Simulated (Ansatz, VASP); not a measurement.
# ZrTi2 (ZrTi2 in the C11b ordering): VASP beside Ansatz, part 2 of 2

One calculation is typed for both programs; each brings its own data sets. How far apart do they land? The cell is generated by rule, not measured, and may not be a known phase. The cell is taken from a series of runs on this material, whose earlier steps may have relaxed, scaled, displaced or heated it; both programs get it as it stands.

VASP 6.6.1 and Ansatz 0.2.0.

So far: The starting structure; VASP: relaxation of cell and atoms, PBEsol; Ansatz: relaxation of cell and atoms, PBEsol; Comparison.

## Step 5: VASP: zone-centre phonons, PBEsol

Level of this step: PBEsol; plane waves and PAW (Zr_sv, Ti_sv); invented cell (VASP).

Second derivatives magnify differences that forces hide, and they need a tight electronic threshold.

Contents of INCAR:

```
SYSTEM = ZrTi2
PREC = Accurate
ENCUT = 500
EDIFF = 1E-08
NELM = 120
ISMEAR = 1
SIGMA = 0.2
LREAL = .FALSE.
ALGO = Normal
GGA = PS
NBANDS = 24
LASPH = .TRUE.
LORBIT = 11
LWAVE = .FALSE.
LCHARG = .FALSE.
ISIF = 2
IBRION = 8
GGA_COMPAT = .FALSE.
KPAR = 2
```

Contents of POSCAR:

```
ZrTi2
1.0
    3.4475891601      0.0000000000      0.0000016939
    0.0000000000      3.4475891601      0.0000016939
    1.7237922868      1.7237922868      4.6674642909
Zr Ti
1 2
Direct
    0.0000000000      0.0000000000      0.0000000000
    0.6863691623      0.6863691623      0.6272616754
    0.3136308377      0.3136308377      0.3727383246
```

Contents of KPOINTS:

```
Automatic mesh
0
Gamma
6 6 6
0 0 0
```

Potentials, in the order of the species: Zr_sv and Ti_sv (PBE family, release 64).

Started as:

```
$ mpirun -np 2 vasp_std
```

Numbers of over 12 decimals in the logs are rounded to 6 here.

Log:

```text
[banner, memory and clock lines left out]
running    2 mpi-ranks, on    1 nodes
[...]
[... a notice as in an earlier step ...]

 LDA part: xc-table for (Slater+PW92), standard interpolation
 POSCAR, INCAR and KPOINTS ok, starting setup
[...]
entering main loop
       N       E                     dE             d eps       ncg     rms          rms(c)
DAV:   1     0.449085155575E+03    0.44909E+03   -0.18717E+04  1440   0.174E+03
DAV:   2     0.186293658607E+02   -0.43046E+03   -0.42314E+03  1488   0.513E+02
DAV:   3    -0.246212314497E+02   -0.43251E+02   -0.42347E+02  2736   0.143E+02
DAV:   4    -0.279397901723E+02   -0.33186E+01   -0.33036E+01  1992   0.347E+01
[...]
DAV:  16    -0.255430164811E+02    0.11454E-06   -0.76074E-07  2360   0.415E-03    0.681E-04
DAV:  17    -0.255430165000E+02   -0.18890E-07   -0.16539E-08  1480   0.956E-04    0.231E-04
DAV:  18    -0.255430165036E+02   -0.35598E-08   -0.14454E-09  1240   0.373E-04
   1 F= -.25543017E+02 E0= -.25545164E+02  d E =0.644274E-02
[...]
RMM:  24    -0.574115276522E+00   -0.28482E-06   -0.20075E-07  7322   0.490E-04    0.422E-05
RMM:  25    -0.574115277261E+00   -0.73908E-09   -0.20829E-07  8345   0.432E-04    0.456E-05
RMM:  26    -0.574115287435E+00   -0.10174E-07   -0.41195E-08  8401   0.400E-04    0.468E-05
 first order change of Fermi-energy   0.78749E-04
 force on displaced ion       2 direction 1 :  -7.001   0.000  -0.009
 Linear response progress:
  Degree of freedom:   4/  4
       N       E                     dE             d eps       ncg     rms          rms(c)
RMM:   1    -0.652011891288E+00   -0.65201E+00    0.29956E+01  1477   0.120E+02
RMM:   2    -0.620877695586E+00    0.31134E-01   -0.30979E-01  2408   0.371E+00    0.332E-01
RMM:   3    -0.619456906774E+00    0.14208E-02   -0.27168E-02  2519   0.122E+00    0.305E-01
RMM:   4    -0.619451199148E+00    0.57076E-05   -0.15142E-02  2479   0.732E-01    0.115E-01
[...]
RMM:  37    -0.621521387296E+00   -0.10682E-07   -0.46227E-07  3461   0.249E-04    0.254E-05
RMM:  38    -0.621521390370E+00   -0.30739E-08   -0.34743E-07  3292   0.239E-04    0.271E-05
RMM:  39    -0.621521398121E+00   -0.77509E-08   -0.45381E-07  3177   0.230E-04    0.293E-05
 first order change of Fermi-energy   0.11617E+00
 force on displaced ion       2 direction 3 :   0.000   0.000  -5.898
 Linear response finished
```

Parts of OUTCAR (step 5):

```text
  Total       -0.0911072     -0.0911072     -0.0621544     -0.0000000     -0.0000000     -0.0000000
  in kB       -2.6311850     -2.6311850     -1.7950250     -0.0000000     -0.0000004     -0.0000004
  external PRESSURE =      -2.3524650 kB  Pullay stress =       0.0000000 kB

 POSITION                                       TOTAL-FORCE (eV/Angst)
 -----------------------------------------------------------------------------------
      0.00000      0.00000      0.00000         0.000000      0.000000      0.000000
      3.44759      3.44759      2.92772        -0.000000     -0.000000      0.002254
      1.72379      1.72379      1.73974         0.000000      0.000000     -0.002254
 -----------------------------------------------------------------------------------
    total drift:                                0.000000      0.000000      0.000000

[... 2 further parts left out ...]
```

## Step 6: Ansatz: zone-centre phonons, PBEsol

The same cell, functional, mesh and smearing now go to Ansatz, which takes its cutoff from its data sets.

The cell is taken from a series of runs on this material, whose earlier steps may have relaxed, scaled, displaced or heated it; both programs get it as it stands.

Contents of input.yaml:

```yaml
crystal:
  lattice:
    - [3.4475891601, 0.0, 1.6939e-06]
    - [0.0, 3.4475891601, 1.6939e-06]
    - [1.7237922868, 1.7237922868, 4.6674642909]
  atoms:
    - { symbol: Zr, position: [0.0, 0.0, 0.0] }
    - { symbol: Ti, position: [0.6863691623, 0.6863691623, 0.6272616754] }
    - { symbol: Ti, position: [0.3136308377, 0.3136308377, 0.3727383246] }
kpoints:
  mp_grid: { grid: [6, 6, 6] }
hamiltonian:
  xc: pbesol
scf:
  occupations: { method: methfessel_paxton, width: 0.2 }
output:
  eigenvalues: true
phonons:
  method: dfpt
  qmesh: [2, 2, 2]
  temperatures: { t_max: 1000, t_step: 50 }
  qpath:
    path:
      - [[0.0, 0.0, 0.0], [0.5, 0.5, 0.5], [0.5, 0.5, 0.75], [0.5, 0.0, 0.5], [0.0, 0.0, 0.0], [0.0, 0.0, 0.5], [0.43180079, 0.0, 0.7159004]]
      - [[0.56819921, 0.0, 0.2840996], [0.0, 0.0, 0.0]]
      - [[0.5, 0.5, 0.5], [0.56819921, 0.43180079, 0.5]]
      - [[0.43180079, 0.43180079, 0.93180079], [0.0, 0.0, 0.5]]
    npoints: 10
```

Started as:

```
$ ansatz run input.yaml --threads 4 --pin off --max-ram 8192MiB --backend cpu --events-out ev --progress --plain --runs-dir out
```

Log:

```text
[...]
largest difference from the sums on the solved wave vectors: F 1.20e-1 eV, S 1.66e-4 and C_V 4.65e-5 eV/K
  zero-point energy: 0.086274 eV/cell   skipped modes (ω ≤ 0): 133, of them read as no rigid motion or as one in doubt: 130 (8.857e-2 modes/cell left out, lowest -68.16 cm⁻¹)   left out of the sums: 9.90e-3 of the cell's modes: C_V's classical limit lies that fraction below 3 k_B per atom; for a crystal, a wire or a layer, F and S can be off by more, and a phonons.interpolated_qmesh denser along its periods is the remedy for the sampling
[key lines of the parts left out:]
SCF converged after 9 iterations
Free energy (F): -9076.211939 eV
Fermi energy:    14.008302 eV
```

## Step 7: Differences

What differs besides the data sets and the points named for the pairs above, as far as they apply: VASP's run holds the zone centre alone. Total energies have different zeros and are not compared.

The two programs side by side:

| quantity | Ansatz | VASP | difference |
| --- | --- | --- | --- |
| optical mode 1 to 2 (cm⁻¹) | 108.8 | 118.5 | -8.17 % |
| optical mode 3 (cm⁻¹) | 209.5 | 209.9 | -0.20 % |
| optical mode 4 (cm⁻¹) | 216.5 | 216.9 | -0.21 % |
| optical mode 5 to 6 (cm⁻¹) | 271.0 | 271.6 | -0.22 % |

Modes are paired by rising frequency, not by their patterns, so a pair may set unlike modes beside each other; they are those without the splitting of longitudinal modes.

## Step 8: Summary of results

- difference in volume (relaxation of cell and atoms, PBEsol): 0.14 %
- r.m.s. difference of the optical zone-centre modes, each program's sorted by frequency (zone-centre phonons, PBEsol): 5.6 cm⁻¹
- difference in optical mode 1 to 2 (zone-centre phonons, PBEsol): -8.2 %

What this shows: The difference in volume is 0.14 % (relaxation of cell and atoms, PBEsol), within the 1.2 % picked in this series as the mark of a large difference, as far as the stopping tolerances let one tell. Among the rows given in per cent, the largest difference of the zone-centre phonons, PBEsol pair is in optical mode 1 to 2, -8.2 %. What causes the difference of the zone-centre phonons, PBEsol pair stays open here. 1 further run of this series is not shown here. How closely two codes agree says nothing of how well the functional describes the real material.

[Lines on the potential files, build, host, timing and source positions are cut from VASP's logs without a mark.]

[Logs are printed without paths, hosts, clocks, repeated set-up lines and the standing remarks that a program may print on its own settings, such as how far it seeks lower states.]

[Hosts, paths, dates, database ids (printed as entryN), source tags and the programs' standing remarks are cut or masked in the printed files.]
